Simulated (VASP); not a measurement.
Data:

```
TiN
1.0
    0.00000     2.12000     2.03520
    2.03520     0.00000     2.03520
    2.03520     2.12000     0.00000
Ti N
1 1
Direct
  0.00000   0.00000   0.00000
  0.50000   0.50000   0.50000
```

Method: r2SCAN meta-GGA, VASP's PBE PAW potentials (set 64) (plane waves; VASP). Numerical set-up: 600 eV cut-off, 14×14×14 Γ-centred mesh, first-order Methfessel-Paxton smearing of 0.10 eV, potentials Ti_sv N.

Problem. Estimate the energy per atom (σ→0), pressure, band gap (on the k-mesh) with the smallest direct gap where there is one.

Solution. 
The band gap (on the k-mesh) is none (metal, semimetal or under 0.01 eV), the energy per atom (σ→0) comes out as -12.923 eV/atom and the pressure is 29.77 GPa.

The absolute energy has meaning only against runs of the same code, potentials and settings.

The compound is TiN in the rock salt structure. This cell was strained or had an atom moved on purpose. The electron count is odd and the run is not spin-polarised, which forces a metal.
